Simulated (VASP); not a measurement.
A run of VASP 6.6.1:

INCAR

```
ALGO = Normal
EDIFF = 1E-6
ENCUT = 520
GGA = PE
ISIF = 2
ISMEAR = -1
LASPH = True
LCHARG = True
LELF = True
LREAL = False
LWAVE = False
NELM = 100
PREC = Accurate
SIGMA = 0.05
```

Contents of KPOINTS:

```
k-points
0
Gamma
  6 5 3
```

File POSCAR:

```
Ta3AsAu2O13
1.0
    5.4020100000     -0.0007700000     -0.0016200000
   -2.0172000000      5.6075800000     -0.0028400000
   -0.7182200000     -1.8635300000      8.4419600000
Ta As Au O
3 1 2 13
Direct
    0.3738600000      0.5888500000      0.5983100000
    0.4623600000      0.2662700000      0.1868900000
    0.7083000000      0.8674600000      0.0276100000
    0.9787700000      0.9823600000      0.6537100000
    0.1038800000      0.5399800000      0.1723700000
    0.6630200000      0.3202200000      0.8052200000
    0.0619600000      0.0357700000      0.1415800000
    0.9818200000      0.0145700000      0.8513000000
    0.1115200000      0.2705500000      0.6150800000
    0.1602700000      0.8119900000      0.5836400000
    0.4305500000      0.5336000000      0.0677700000
    0.9117100000      0.6127500000      0.9808100000
    0.6040600000      0.1575400000      0.9862600000
    0.5556500000      0.9871300000      0.2098400000
    0.3075600000      0.4547300000      0.3500600000
    0.7966800000      0.5055600000      0.2865900000
    0.6638000000      0.8813100000      0.5510600000
    0.4714500000      0.7175100000      0.8174200000
    0.6527900000      0.4518400000      0.6144900000
```

Potentials or basis: VASP PAW PBE potentials, release 64 (Ta_pv, As, Au, O).

Run with:

```bash
$ cat potpaw_PBE.64/Ta_pv/POTCAR potpaw_PBE.64/As/POTCAR potpaw_PBE.64/Au/POTCAR potpaw_PBE.64/O/POTCAR > POTCAR
$ mpirun -np 4 vasp_std > vasp.out
```

Hardware: 4 MPI ranks on Intel(R) Xeon(R) Platinum 8375C CPU @ 2.90GHz (Ice Lake), on a shared host.

Q: How long does it take, and how much memory?

A: Wall time 5.2 min on 4 MPI ranks on Intel(R) Xeon(R) Platinum 8375C CPU @ 2.90GHz (Ice Lake) (shared host), peak memory 0.42 GiB a rank. Counts: scf iterations 18, k points 46.
